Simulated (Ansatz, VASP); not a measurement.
# Cross-check of Cu (Cu wire along [111], 19 atoms a period) between VASP and Ansatz, part 2 of 3

Wanted: the spread between two codes on one cell, functional and k mesh. Of the first pair: The structure shown is the start of the Ansatz relaxation below; VASP solves that cell, so the two are compared at the walk's first step.

VASP 6.6.1 and Ansatz 0.2.0.

So far: The structure; Ansatz: relaxation, PBE.

### Step 3. VASP: single point, PBE, start cell, pair 1

Level of this step: PBE; plane waves and PAW (Cu) (VASP).

The same cell, functional, mesh and smearing now go to VASP, with its own data sets.

Lines of VASP's logs that name or quote its potential files are left out, and so is its time.

The input, INCAR:

```
SYSTEM = Cu
PREC = Accurate
ENCUT = 520
EDIFF = 1E-06
NELM = 120
ISMEAR = -1
SIGMA = 0.05
LREAL = .FALSE.
ALGO = Normal
GGA = PE
NBANDS = 129
LASPH = .TRUE.
LORBIT = 11
LWAVE = .FALSE.
LCHARG = .FALSE.
ISIF = 2
GGA_COMPAT = .FALSE.
KPAR = 4
```

The input, POSCAR:

```
Cu
1.0
   11.9340000000      0.0000000000      0.0000000000
    0.0000000000     12.7280000000      0.0000000000
    0.0000000000      0.0000000000      6.2873440000
Cu
19
Direct
    0.2849002849      0.5000000000      0.0000000000
    0.3924416792      0.6746473916      0.0000000000
    0.4999830736      0.5000000000      0.0000000000
    0.6075243841      0.6746473916      0.0000000000
    0.2849002849      0.6164315682      0.3333332803
    0.3924416792      0.4417841766      0.3333332803
    0.4999830736      0.6164315682      0.3333332803
    0.4999830736      0.2671367850      0.3333332803
    0.6075243841      0.4417841766      0.3333332803
    0.7150657784      0.6164315682      0.3333332803
    0.2849002849      0.3835684318      0.6666667197
    0.3924416792      0.5582158234      0.6666667197
    0.4999830736      0.3835684318      0.6666667197
    0.4999830736      0.7328632150      0.6666667197
    0.6075243841      0.5582158234      0.6666667197
    0.7150657784      0.3835684318      0.6666667197
    0.3924416792      0.3253526084      0.0000000000
    0.6075243841      0.3253526084      0.0000000000
    0.7150657784      0.5000000000      0.0000000000
```

The input, KPOINTS:

```
Automatic mesh
0
Gamma
1 1 13
0 0 0
```

PAW data sets: Cu (PBE family, release 64).

Started as:

```sh
> mpirun -np 4 vasp_std
```

Numbers of over 12 decimals in the logs are rounded to 6 here.

Log:

```text
[banner, memory and clock lines left out]
running    4 mpi-ranks, on    1 nodes
 distrk:  each k-point on    1 cores,    4 groups
 distr:  one band on    1 cores,    1 groups

 POSCAR found type information on POSCAR Cu
 POSCAR found :  1 types and      19 ions
|                                                                             |
|               ----> ADVICE to this user running VASP <----                  |
|                                                                             |
|     You have a (more or less) 'large supercell' and for larger cells it     |
|     might be more efficient to use real-space projection operators.         |
|     Therefore, try LREAL= Auto in the INCAR file.                           |
|     Mind: For very accurate calculation, you might also keep the            |
|     reciprocal projection scheme (i.e. LREAL=.FALSE.).                      |
|                                                                             |

 LDA part: xc-table for (Slater+PW92), standard interpolation
 POSCAR, INCAR and KPOINTS ok, starting setup
 FFT: planning ... GRIDC
 FFT: planning ... GRID_SOFT
 FFT: planning ... GRID
 WAVECAR not read
 entering main loop
       N       E                     dE             d eps       ncg     rms          rms(c)
DAV:   1     0.175491655551E+04    0.17549E+04   -0.81964E+04  1806   0.169E+03
DAV:   2     0.995257373125E+02   -0.16554E+04   -0.15987E+04  1806   0.380E+02
DAV:   3    -0.594413426210E+02   -0.15897E+03   -0.14414E+03  1908   0.174E+02
DAV:   4    -0.678022038774E+02   -0.83609E+01   -0.81310E+01  2020   0.497E+01
DAV:   5    -0.680598668186E+02   -0.25766E+00   -0.25686E+00  2100   0.671E+00    0.263E+01
DAV:   6    -0.623636464255E+02    0.56962E+01   -0.14174E+02  2028   0.106E+02    0.152E+01
DAV:   7    -0.566583233052E+02    0.57053E+01   -0.28345E+01  2160   0.650E+01    0.434E+00
DAV:   8    -0.567332070644E+02   -0.74884E-01   -0.66909E+00  2100   0.443E+01    0.255E+00
DAV:   9    -0.567766192625E+02   -0.43412E-01   -0.19971E+00  2323   0.168E+01    0.279E+00
DAV:  10    -0.566443638865E+02    0.13226E+00   -0.45079E-01  2548   0.809E+00    0.102E+00
DAV:  11    -0.566760130532E+02   -0.31649E-01   -0.49273E-01  2139   0.768E+00    0.139E+00
DAV:  12    -0.566336412568E+02    0.42372E-01   -0.10754E-01  2115   0.359E+00    0.592E-01
DAV:  13    -0.566272143272E+02    0.64269E-02   -0.68260E-02  2147   0.249E+00    0.276E-01
DAV:  14    -0.566296691240E+02   -0.24548E-02   -0.19120E-02  2099   0.206E+00    0.426E-01
[...]
DAV:  19    -0.566256331701E+02   -0.21506E-03   -0.26762E-04  2073   0.235E-01    0.266E-02
DAV:  20    -0.566261405631E+02   -0.50739E-03   -0.19667E-04  1914   0.178E-01    0.417E-02
DAV:  21    -0.566262674251E+02   -0.12686E-03   -0.95758E-05  2193   0.135E-01    0.120E-02
DAV:  22    -0.566263600805E+02   -0.92655E-04   -0.43211E-05  2044   0.813E-02    0.809E-03
DAV:  23    -0.566264529352E+02   -0.92855E-04   -0.20123E-05  2086   0.572E-02    0.538E-03
DAV:  24    -0.566264627230E+02   -0.97878E-05   -0.62878E-06  1811   0.242E-02    0.223E-03
DAV:  25    -0.566264637711E+02   -0.10481E-05   -0.10921E-06  1198   0.159E-02    0.831E-04
DAV:  26    -0.566264637263E+02    0.44827E-07   -0.40038E-07  1188   0.649E-03
   1 F= -.56626464E+02 E0= -.56599682E+02  d E =-.535634E-01
```

OUTCAR, selected parts (step 3):

```text
ion  position               nearest neighbor table
   1  0.285  0.500  0.000-   5 2.57  11 2.57   6 2.57  12 2.57   2 2.57  17 2.57   3 2.57
   2  0.392  0.675  0.000-   4 2.57  12 2.57   5 2.57   7 2.57  14 2.57   1 2.57   3 2.57
   3  0.500  0.500  0.000-   9 2.57  15 2.57  19 2.57   7 2.57  13 2.57  18 2.57   4 2.57   6 2.57
                            12 2.57   2 2.57  17 2.57   1 2.57
   4  0.608  0.675  0.000-   7 2.57  14 2.57   2 2.57  15 2.57   3 2.57  10 2.57  19 2.57
   5  0.285  0.616  0.333-   1 2.57   2 2.57   6 2.57  12 2.57   7 2.57
   6  0.392  0.442  0.333-   9 2.57  17 2.57   1 2.57   3 2.57   5 2.57   7 2.57   8 2.57  11 2.57
                            13 2.57  12 2.57
   7  0.500  0.616  0.333-   4 2.57  10 2.57   3 2.57   9 2.57   2 2.57  15 2.57   6 2.57  12 2.57
                             5 2.57  14 2.57
   8  0.500  0.267  0.333-  18 2.57   9 2.57  17 2.57   6 2.57  13 2.57
   9  0.608  0.442  0.333-   3 2.57   6 2.57  18 2.57   7 2.57   8 2.57  19 2.57  13 2.57  10 2.57
                            16 2.57  15 2.57
  10  0.715  0.616  0.333-   7 2.57  19 2.57   4 2.57   9 2.57  15 2.57
  11  0.285  0.384  0.667-   1 2.57  17 2.57  12 2.57   6 2.57  13 2.57
  12  0.392  0.558  0.667-  15 2.57   2 2.57   1 2.57   3 2.57  11 2.57  13 2.57  14 2.57   5 2.57
                             7 2.57   6 2.57
  13  0.500  0.384  0.667-  18 2.57  16 2.57   3 2.57  15 2.57  17 2.57   9 2.57  12 2.57   6 2.57
                            11 2.57   8 2.57
  14  0.500  0.733  0.667-   4 2.57  15 2.57   2 2.57  12 2.57   7 2.57
  15  0.608  0.558  0.667-   3 2.57  12 2.57   4 2.57  13 2.57  14 2.57  19 2.57   7 2.57  16 2.57
                            10 2.57   9 2.57
  16  0.715  0.384  0.667-  13 2.57  19 2.57  18 2.57  15 2.57   9 2.57
  17  0.392  0.325  0.000-  18 2.57   6 2.57  11 2.57  13 2.57   8 2.57   1 2.57   3 2.57
  18  0.608  0.325  0.000-  13 2.57   8 2.57  17 2.57   9 2.57   3 2.57  16 2.57  19 2.57
  19  0.715  0.500  0.000-   3 2.57  10 2.57  16 2.57  15 2.57   9 2.57   4 2.57  18 2.57

  LATTYP: Found a simple orthorhombic cell.
 ALAT       =     6.2873440000
 B/A-ratio  =     1.8980987838
 C/A-ratio  =     2.0243842233

 Subroutine GETGRP returns: Found  4 space group operations
 (whereof  2 operations were pure point group operations)

The static configuration has the point symmetry C_2 .
 The point group associated with its full space group is C_2h.

 Found      7 irreducible k-points:

   k-points           NKPTS =      7   k-points in BZ     NKDIM =      7   number of bands    NBANDS=    129

   dimension x,y,z NGX =    90 NGY =   96 NGZ =   48
   dimension x,y,z NGXF=   180 NGYF=  192 NGZF=   96

   ENCUT  =  520.0 eV  38.22 Ry    6.18 a.u.  22.19 23.67 11.69*2*pi/ulx,y,z

   NELECT =     209.0000    total number of electrons

 k-points in reciprocal lattice and weights: Automatic mesh
   0.00000000  0.00000000  0.00000000       0.077
   0.00000000  0.00000000  0.07692308       0.154
   0.00000000  0.00000000  0.15384615       0.154
   0.00000000  0.00000000  0.23076923       0.154
   0.00000000  0.00000000  0.30769231       0.154
   0.00000000  0.00000000  0.38461538       0.154
   0.00000000  0.00000000  0.46153846       0.154

 average (electrostatic) potential at core
       1 -72.1895       2 -72.1874       3 -72.5103       4 -72.1874       5 -71.9652
       6 -72.4821       7 -72.4846       8 -71.9663       9 -72.4821      10 -71.9652
      11 -71.9652      12 -72.4821      13 -72.4846      14 -71.9663      15 -72.4821
      16 -71.9652      17 -72.1874      18 -72.1874      19 -72.1896

 E-fermi :  -1.4887

 k-point     1 :       0.0000    0.0000    0.0000
  band No.  band energies     occupation
    ...
     99      -2.5726      2.00000
    100      -2.5002      2.00000
    101      -2.4837      2.00000
    102      -2.4648      2.00000
    103      -2.0324      1.99996
    104      -1.1909      0.00516
    105      -1.1895      0.00502
    106      -0.9686      0.00006
    107      -0.9623      0.00005
    108      -0.8319      0.00000
    ...

 k-point     2 :       0.0000    0.0000    0.0769
  band No.  band energies     occupation
    ...
    101      -2.4842      2.00000
    102      -2.2472      2.00000
    103      -2.0110      1.99994
    104      -1.5263      1.35909
    105      -1.5222      1.32309
    106      -0.8233      0.00000
    107      -0.5720      0.00000
    108      -0.5677      0.00000
    109      -0.2704      0.00000
    110      -0.1984      0.00000
    ...

 k-point     3 :       0.0000    0.0000    0.1538
  band No.  band energies     occupation
    ...
    101      -2.4925      2.00000
    102      -2.0411      1.99997
    103      -1.8690      1.99901
    104      -1.8626      1.99887
    105      -1.8239      1.99755
    106      -0.8003      0.00000
    107      -0.3208      0.00000
    108      -0.3021      0.00000
    109      -0.1977      0.00000
    110      -0.0770      0.00000
    ...

  Total       -9.6747319     -9.4859704    -15.8424911      0.0000000     -0.0028163      0.0000000
  in kB      -16.2306570    -15.9139843    -26.5778981      0.0000000     -0.0047247      0.0000000
  external PRESSURE =     -19.5741798 kB  Pullay stress =       0.0000000 kB

  energy-cutoff  :      520.00
  volume of cell :      955.02
      direct lattice vectors                 reciprocal lattice vectors
    11.934000000  0.000000000  0.000000000     0.083794201  0.000000000  0.000000000
     0.000000000 12.728000000  0.000000000     0.000000000  0.078566939  0.000000000
     0.000000000  0.000000000  6.287344000     0.000000000  0.000000000  0.159049672

 POSITION                                       TOTAL-FORCE (eV/Angst)
 -----------------------------------------------------------------------------------
      3.40000      6.36400      0.00000         0.412114      0.000000     -0.000000
      4.68340      8.58691      0.00000         0.214451     -0.366337      0.000801
      5.96680      6.36400      0.00000        -0.000000      0.000000     -0.000000
      7.25020      8.58691      0.00000        -0.214451     -0.366337      0.000801
      3.40000      7.84594      2.09578         0.701106     -0.414276     -0.141464
      4.68340      5.62303      2.09578        -0.263421     -0.151419      0.091518
      5.96680      7.84594      2.09578        -0.000000      0.306527      0.091985
      5.96680      3.40012      2.09578        -0.000000      0.811485     -0.140283
      7.25020      5.62303      2.09578         0.263421     -0.151419      0.091518
      8.53359      7.84594      2.09578        -0.701106     -0.414276     -0.141464
      3.40000      4.88206      4.19156         0.701106      0.414276      0.141464
      4.68340      7.10497      4.19156        -0.263421      0.151419     -0.091518
      5.96680      4.88206      4.19156        -0.000000     -0.306527     -0.091985
      5.96680      9.32788      4.19156        -0.000000     -0.811485      0.140283
      7.25020      7.10497      4.19156         0.263421      0.151419     -0.091518
      8.53359      4.88206      4.19156        -0.701106      0.414276      0.141464
      4.68340      4.14109      0.00000         0.214451      0.366337     -0.000801
      7.25020      4.14109      0.00000        -0.214451      0.366337     -0.000801
      8.53359      6.36400      0.00000        -0.412114      0.000000     -0.000000
 -----------------------------------------------------------------------------------
    total drift:                               -0.000989     -0.000000     -0.000001

  FREE ENERGIE OF THE ION-ELECTRON SYSTEM (eV)
  ---------------------------------------------------
  free  energy   TOTEN  =       -56.6264637263 eV

  energy  without entropy=      -56.5729002953  energy(sigma->0) =      -56.59968201

 total charge
# of ion       s       p       d       tot
------------------------------------------
    1        0.434   0.215   9.221   9.869
    2        0.434   0.214   9.221   9.870
    3        0.440   0.337   9.206   9.983
    4        0.434   0.214   9.221   9.870
    5        0.424   0.149   9.258   9.831
    6        0.434   0.315   9.181   9.930
    7        0.434   0.315   9.181   9.930
    8        0.424   0.149   9.258   9.831
    9        0.434   0.315   9.181   9.930
   10        0.424   0.149   9.258   9.831
   11        0.424   0.149   9.258   9.831
   12        0.434   0.315   9.181   9.930
   13        0.434   0.315   9.181   9.930
   14        0.424   0.149   9.258   9.831
   15        0.434   0.315   9.181   9.930
   16        0.424   0.149   9.258   9.831
   17        0.434   0.214   9.221   9.870
   18        0.434   0.214   9.221   9.870
   19        0.434   0.215   9.221   9.869
--------------------------------------------------
tot          8.195   4.408 175.168 187.770

[... 3 further parts left out ...]
```

### Step 4. Comparison

Known differences besides the potentials themselves: the data sets hold 361 valence electrons in Ansatz (on its PAW soft_1 files) and 209 in VASP; the cutoff is 420 eV in Ansatz and 520 eV in VASP. Total energies have different zeros and are not compared.

Forces on 7 of the 19 atoms, those with the largest forces and the largest differences (eV/Å; atoms numbered as in POSCAR):

| atom | Ansatz x, y, z | VASP x, y, z |
| --- | --- | --- |
| Cu2 | 0.230, -0.397, 0.001 | 0.214, -0.366, 0.001 |
| Cu5 | 0.734, -0.430, -0.154 | 0.701, -0.414, -0.141 |
| Cu8 | 0.000, 0.850, -0.153 | 0.000, 0.811, -0.140 |
| Cu10 | -0.734, -0.430, -0.154 | -0.701, -0.414, -0.141 |
| Cu11 | 0.734, 0.430, 0.154 | 0.701, 0.414, 0.141 |
| Cu14 | 0.000, -0.850, 0.153 | 0.000, -0.811, 0.140 |
| Cu16 | -0.734, 0.430, 0.154 | -0.701, 0.414, 0.141 |

The forces differ by 17 meV/Å r.m.s., which is 5.5 % of the r.m.s. force of 0.318 eV/Å (both taken over all components).

### Step 5. Other set-ups

Further runs change the set-up of one program: Ansatz's method, potentials or start, or VASP's data sets, cutoff or form of LDA. The table gives that difference for each run.

| run | r.m.s. force difference (meV/Å) |
| --- | --- |
| as above | 17 |
| VASP with the data sets Cu_sv_GW and a cutoff of 610 eV | 1.3 |

(Continued in part 3 of 3.)

[Lines on the potential files, build, host, timing and source positions are cut from VASP's logs without a mark.]

[Logs are printed without paths, hosts, clocks, repeated set-up lines and the standing remarks that a program may print on its own settings, such as how far it seeks lower states.]

[Hosts, paths, dates, database ids (printed as entryN), source tags and the programs' standing remarks are cut or masked in the printed files.]
